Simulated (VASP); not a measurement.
These are rev-vdW-DF2, VASP's PBE PAW potentials (set 64) (plane waves; VASP 6.6.1) values and carry that method's errors.

The input files of a VASP run:

KPOINTS:
```
Automatic
0
Gamma
10 10 10
```

File POSCAR:
```
BP
1
    0.0000000000     2.3145211069     2.3145211069
    2.3145211069     0.0000000000     2.3145211069
    2.3145211069     2.3145211069     0.0000000000
B P
1 1
Direct
  0.0000000000   0.0000000000   0.0000000000
  0.2500000000   0.2500000000   0.2500000000
```

INCAR:
```
! general
SYSTEM   = BP
PREC     = Accurate
ENCUT    = 520
LREAL    = F
LASPH    = T

! electronic loop
EDIFF    = 1E-7
NELM     = 100
ALGO     = Normal

! smearing
ISMEAR   = 0
SIGMA    = 0.05

! functional
GGA      = MK
LUSE_VDW = T
AGGAC    = 0.0
PARAM1   = 0.1234568
PARAM2   = 0.7114
ZAB_VDW  = -1.8867

! ions
ISIF     = 2

! output
LWAVE    = F
LCHARG   = F
```

POTCAR, in this order: B P (PBE.64 set). Program: vasp_std.

What VASP printed:

OUTCAR:
```
 ion  position               nearest neighbor table
   1  0.000  0.000  0.000-   2 2.00   2 2.00   2 2.00   2 2.00
   2  0.250  0.250  0.250-   1 2.00   1 2.00   1 2.00   1 2.00
  LATTYP: Found a face centered cubic cell.
 ALAT       =     4.6290422138
 Subroutine PRICEL returns:
 Original cell was already a primitive cell.
 Subroutine GETGRP returns: Found 24 space group operations
The static configuration has the point symmetry T_d .
The dynamic configuration has the point symmetry T_d .
 Subroutine INISYM returns: Found 24 space group operations
 Subroutine IBZKPT returns following result:
 Found     47 irreducible k-points:

 Following reciprocal coordinates:
            Coordinates               Weight
  0.000000  0.000000  0.000000      1.000000
  0.100000  0.000000  0.000000      8.000000
  0.200000  0.000000  0.000000      8.000000
  0.300000  0.000000  0.000000      8.000000
  0.400000  0.000000  0.000000      8.000000
  0.500000  0.000000  0.000000      4.000000
  0.100000  0.100000  0.000000      6.000000
  0.200000  0.100000  0.000000     24.000000
  0.300000  0.100000  0.000000     24.000000
  0.400000  0.100000  0.000000     24.000000
  0.500000  0.100000  0.000000     24.000000
 -0.400000  0.100000  0.000000     24.000000
 -0.300000  0.100000  0.000000     24.000000
 -0.200000  0.100000  0.000000     24.000000
 -0.100000  0.100000  0.000000     12.000000
  0.200000  0.200000  0.000000      6.000000
  0.300000  0.200000  0.000000     24.000000
  0.400000  0.200000  0.000000     24.000000
  0.500000  0.200000  0.000000     24.000000
 -0.400000  0.200000  0.000000     24.000000
 -0.300000  0.200000  0.000000     24.000000
 -0.200000  0.200000  0.000000     12.000000
  0.300000  0.300000  0.000000      6.000000
  0.400000  0.300000  0.000000     24.000000
  0.500000  0.300000  0.000000     24.000000
 -0.400000  0.300000  0.000000     24.000000
 -0.300000  0.300000  0.000000     12.000000
  0.400000  0.400000  0.000000      6.000000
  0.500000  0.400000  0.000000     24.000000
 -0.400000  0.400000  0.000000     12.000000
  0.500000  0.500000  0.000000      3.000000
  0.300000  0.200000  0.100000     24.000000
  0.400000  0.200000  0.100000     48.000000
  0.500000  0.200000  0.100000     48.000000
 -0.400000  0.200000  0.100000     24.000000
  0.400000  0.300000  0.100000     24.000000
  0.500000  0.300000  0.100000     48.000000
 -0.400000  0.300000  0.100000     48.000000
 -0.300000  0.300000  0.100000     48.000000
 -0.200000  0.300000  0.100000     24.000000
   k-points           NKPTS =     47   k-points in BZ     NKDIM =     47   number of bands    NBANDS=      8
   number of dos      NEDOS =    301   number of ions     NIONS =      2
   total plane-waves  NPLWV =  13824
   dimension x,y,z NGX =    24 NGY =   24 NGZ =   24
   dimension x,y,z NGXF=    48 NGYF=   48 NGZF=   48
   ions per type =               1   1
   PREC   = accura    normal or accurate (medium, high low for compatibility)
   ISTART =      0    job   : 0-new  1-cont  2-samecut
   ICHARG =      2    charge: 1-file 2-atom 10-const
   ISPIN  =      1    spin polarized calculation?
   LNONCOLLINEAR =      F non collinear calculations
   LSORBIT =      F    spin-orbit coupling
   INIWAV =      1    electr: 0-lowe 1-rand  2-diag
   ENCUT  =  520.0 eV  38.22 Ry    6.18 a.u.   6.09  6.09  6.09*2*pi/ulx,y,z
   NELM   =    100;   NELMIN=  2; NELMDL= -5     # of ELM steps
   EDIFF  = 0.1E-06   stopping-criterion for ELM
   LREAL  =      F    real-space projection
   NLSPLINE    = F    spline interpolate recip. space projectors
   LMAXMIX     =    2 max onsite mixed and CHGCAR
...
```

### OSZICAR
```
       N       E                     dE             d eps       ncg     rms          rms(c)
DAV:   1     0.121909960842E+02    0.12191E+02   -0.40713E+03   752   0.900E+02
DAV:   2    -0.115363726435E+02   -0.23727E+02   -0.22642E+02  1208   0.110E+02
DAV:   3    -0.118225053315E+02   -0.28613E+00   -0.28613E+00   856   0.156E+01
DAV:   4    -0.118233018543E+02   -0.79652E-03   -0.79652E-03  1216   0.851E-01
DAV:   5    -0.118233025592E+02   -0.70496E-06   -0.70496E-06   864   0.168E-02    0.610E+00
DAV:   6    -0.113391088781E+02    0.48419E+00   -0.14110E+00   808   0.627E+00    0.333E+00
DAV:   7    -0.112672379272E+02    0.71871E-01   -0.20214E-01  1128   0.271E+00    0.120E+00
DAV:   8    -0.112600374775E+02    0.72004E-02   -0.30568E-02   912   0.115E+00    0.210E-01
DAV:   9    -0.112601893754E+02   -0.15190E-03   -0.34695E-04  1040   0.178E-01    0.145E-01
DAV:  10    -0.112602922053E+02   -0.10283E-03   -0.25116E-04   816   0.126E-01    0.284E-02
DAV:  11    -0.112602997475E+02   -0.75422E-05   -0.92094E-06  1064   0.292E-02    0.387E-02
DAV:  12    -0.112602997076E+02    0.39875E-07   -0.43972E-06   840   0.116E-02    0.748E-03
DAV:  13    -0.112602997526E+02   -0.44987E-07   -0.95627E-08   504   0.303E-03
   1 F= -.11260300E+02 E0= -.11260300E+02  d E =-.320115E-18
```

**OUTCAR**
```
------------------------ aborting loop because EDIFF is reached ----------------------------------------
  FORCE on cell =-STRESS in cart. coord.  units (eV):
  Direction    XX          YY          ZZ          XY          YZ          ZX
  --------------------------------------------------------------------------------------
  Total       -1.3412907     -1.3412907     -1.3412907      0.0000000      0.0000000     -0.0000000
  in kB      -86.6602738    -86.6602738    -86.6602738      0.0000000      0.0000000     -0.0000000
  external PRESSURE =     -86.6602738 kB  Pullay stress =       0.0000000 kB
  volume of cell :       24.80
      direct lattice vectors                 reciprocal lattice vectors
     0.000000000  2.314521107  2.314521107    -0.216027410  0.216027410  0.216027410
     2.314521107  0.000000000  2.314521107     0.216027410 -0.216027410  0.216027410
     2.314521107  2.314521107  0.000000000     0.216027410  0.216027410 -0.216027410
  FREE ENERGIE OF THE ION-ELECTRON SYSTEM (eV)
  ---------------------------------------------------
  free  energy   TOTEN  =       -11.2602997526 eV

  energy  without entropy=      -11.2602997526  energy(sigma->0) =      -11.26029975
```
(Selected blocks of OUTCAR.)

The compound is BP in the zinc blende structure. This cell is one point of a volume scan, at 1.06 of the reference volume.
